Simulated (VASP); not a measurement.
```
CELL_PARAMETERS angstrom
      0.00000     2.68152     2.68152
      2.68152     0.00000     2.68152
      2.68152     2.68152     0.00000
ATOMIC_POSITIONS crystal
  Li 0.00000 0.00000 0.00000
  Br 0.50000 0.50000 0.50000
```

Computed with AM05 GGA, VASP's PBE PAW potentials (set 64) (plane waves; VASP). Settings: 520 eV cut-off, 8×8×8 Γ-centred mesh, Gaussian smearing of 0.050 eV, potentials Li_sv Br.

**Question.** What does the run give for the energy per atom (σ→0), pressure, band gap (on the k-mesh) with the smallest direct gap where there is one?

**Answer.** 
band gap (on the k-mesh): 5.26 eV
smallest direct gap (on the k-mesh): 5.26 eV
energy per atom (σ→0): -318.0 kJ/mol of atoms
pressure: 1.72 GPa

The compound is LiBr in the rock salt structure. This cell is one point of a volume scan, at 0.94 of the reference volume.
